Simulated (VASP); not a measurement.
Level of theory: PW91 GGA, VASP's PBE PAW potentials (set 64) (plane waves; VASP).

VASP input:

INCAR:
```
ALGO = Normal
EDIFF = 1E-7
EDIFFG = -0.01
ENCUT = 520
GGA = 91
IBRION = 2
ISIF = 4
ISMEAR = 1
LASPH = .TRUE.
LCHARG = .FALSE.
LMAXMIX = 6
LREAL = .FALSE.
LWAVE = .FALSE.
NELM = 100
NSW = 30
PREC = Accurate
SIGMA = 0.1
SYSTEM = WC
```

### POSCAR
```
WC
1.0
  1.4653422228  -2.5380472569   0.0000000000
  1.4653422228   2.5380472569   0.0000000000
  0.0000000000   0.0000000000   2.8519455111
W C
1 1
Cart
  0.0000000000   0.0000000000   0.0000000000
  1.4653422228   0.8460174443   1.4259727555
```

File KPOINTS:
```
Automatic mesh
0
Gamma
14 14 13
0 0 0
```

POTCAR, in this order: W_sv C (PBE.64 set). Program: vasp_std.

The resulting files:

### OUTCAR
```
 ion  position               nearest neighbor table
   1  0.000  0.000  0.000-   2 2.21   2 2.21   2 2.21   2 2.21   2 2.21   2 2.21
   2  0.333  0.667  0.500-   1 2.21   1 2.21   1 2.21   1 2.21   1 2.21   1 2.21
  LATTYP: Found a hexagonal cell.
 ALAT       =     2.9306845119
 C/A-ratio  =     0.9731328976
 Subroutine PRICEL returns:
 Original cell was already a primitive cell.
 Subroutine GETGRP returns: Found 12 space group operations
The static configuration has the point symmetry D_3h.
The dynamic configuration has the point symmetry D_3h.
 Subroutine INISYM returns: Found 12 space group operations
 Subroutine IBZKPT returns following result:
 Found    168 irreducible k-points:

 Following reciprocal coordinates:
            Coordinates               Weight
  0.000000  0.000000  0.000000      1.000000
  0.071429  0.000000  0.000000      6.000000
  0.142857  0.000000  0.000000      6.000000
  0.214286  0.000000  0.000000      6.000000
  0.285714  0.000000  0.000000      6.000000
  0.357143  0.000000  0.000000      6.000000
  0.428571  0.000000  0.000000      6.000000
  0.500000  0.000000  0.000000      3.000000
...
```

File OSZICAR:
```
       N       E                     dE             d eps       ncg     rms          rms(c)
DAV:   1     0.110492644029E+03    0.11049E+03   -0.97800E+03  4368   0.154E+03
DAV:   2    -0.214969251212E+02   -0.13199E+03   -0.12800E+03  4968   0.381E+02
DAV:   3    -0.255667687653E+02   -0.40698E+01   -0.40304E+01  5333   0.617E+01
DAV:   4    -0.256064467409E+02   -0.39678E-01   -0.39665E-01  4806   0.654E+00
DAV:   5    -0.256067781537E+02   -0.33141E-03   -0.33131E-03  5258   0.616E-01    0.315E+01
DAV:   6    -0.224601481679E+02    0.31466E+01   -0.10350E+01  4938   0.330E+01    0.792E+00
DAV:   7    -0.223822768668E+02    0.77871E-01   -0.48019E-01  4568   0.618E+00    0.588E+00
DAV:   8    -0.223559261229E+02    0.26351E-01   -0.85750E-02  4833   0.281E+00    0.909E-01
DAV:   9    -0.223545952970E+02    0.13308E-02   -0.46177E-03  4718   0.556E-01    0.154E-01
DAV:  10    -0.223545306180E+02    0.64679E-04   -0.31295E-04  5148   0.233E-01    0.810E-02
DAV:  11    -0.223545291649E+02    0.14531E-05   -0.24667E-05  4703   0.460E-02    0.118E-02
DAV:  12    -0.223545279016E+02    0.12633E-05   -0.60520E-06  4773   0.249E-02    0.358E-03
DAV:  13    -0.223545279349E+02   -0.33290E-07   -0.12018E-07  3144   0.378E-03
   1 F= -.22354528E+02 E0= -.22354516E+02  d E =-.223545E+02
       N       E                     dE             d eps       ncg     rms          rms(c)
DAV:   1    -0.223554264535E+02   -0.89855E-03   -0.33267E-02  4383   0.219E+00    0.153E-01
DAV:   2    -0.223547443251E+02    0.68213E-03   -0.14250E-03  4648   0.376E-01    0.818E-02
DAV:   3    -0.223544963002E+02    0.24802E-03   -0.49300E-04  4718   0.204E-01    0.275E-02
DAV:   4    -0.223544932424E+02    0.30578E-05   -0.23909E-05  4833   0.477E-02    0.122E-02
DAV:   5    -0.223544928940E+02    0.34839E-06   -0.22360E-06  4658   0.145E-02    0.258E-03
DAV:   6    -0.223544928135E+02    0.80482E-07   -0.31297E-07  4221   0.553E-03
   2 F= -.22354493E+02 E0= -.22354488E+02  d E =0.351214E-04
       N       E                     dE             d eps       ncg     rms          rms(c)
DAV:   1    -0.223548761872E+02   -0.38329E-03   -0.10230E-02  4383   0.121E+00    0.850E-02
DAV:   2    -0.223546652247E+02    0.21096E-03   -0.43957E-04  4648   0.209E-01    0.453E-02
DAV:   3    -0.223545898612E+02    0.75363E-04   -0.14908E-04  4718   0.113E-01    0.156E-02
DAV:   4    -0.223545886487E+02    0.12125E-05   -0.75653E-06  4838   0.268E-02    0.682E-03
DAV:   5    -0.223545884404E+02    0.20829E-06   -0.69713E-07  4618   0.817E-03    0.146E-03
DAV:   6    -0.223545884152E+02    0.25234E-07   -0.86787E-08  2361   0.305E-03
   3 F= -.22354588E+02 E0= -.22354580E+02  d E =-.604803E-04
```

File OUTCAR:
```
------------------------ aborting loop because EDIFF is reached ----------------------------------------
  FORCE on cell =-STRESS in cart. coord.  units (eV):
  Direction    XX          YY          ZZ          XY          YZ          ZX
  --------------------------------------------------------------------------------------
  Total        0.0151267      0.0151267      0.0154508      0.0000000     -0.0000000      0.0000000
  in kB        1.1424667      1.1424668      1.1669511      0.0000000     -0.0000000      0.0000000
  external PRESSURE =       1.1506282 kB  Pullay stress =       0.0000000 kB
  volume of cell :       21.21
      direct lattice vectors                 reciprocal lattice vectors
     1.464659788 -2.536865246 -0.000000000     0.341376205 -0.197093638 -0.000000000
     1.464659788  2.536865246 -0.000000000     0.341376205  0.197093638 -0.000000000
     0.000000000  0.000000000  2.854603765     0.000000000  0.000000000  0.350311315
 POSITION                                       TOTAL-FORCE (eV/Angst)
 -----------------------------------------------------------------------------------
      0.00000      0.00000      2.85460        -0.000000      0.000000      0.000000
      1.46466      0.84562      1.42730         0.000000     -0.000000      0.000000
 -----------------------------------------------------------------------------------
    total drift:                                0.000000     -0.000393      0.000000
  FREE ENERGIE OF THE ION-ELECTRON SYSTEM (eV)
  ---------------------------------------------------
  free  energy   TOTEN  =       -22.3545884152 eV

  energy  without entropy=      -22.3545625303  energy(sigma->0) =      -22.35457979

 reached required accuracy - stopping structural energy minimisation
```
(Selected blocks of OUTCAR.)

**CONTCAR**
```
WC
   1.00000000000000
     1.4646597884088117   -2.5368652457914447   -0.0000000000000000
     1.4646597884088117    2.5368652457914447   -0.0000000000000000
     0.0000000000000000    0.0000000000000000    2.8546037654712246
  W               C
     1     1
Direct
     0.0000000000000000    0.0000000000000000    1.0000000000000000
     0.3333330000000032    0.6666669999999968    0.5000000000000000
```

The compound is WC in the wc structure. This run relaxes it. Symmetry was kept, so distortions that lower it aren't found.
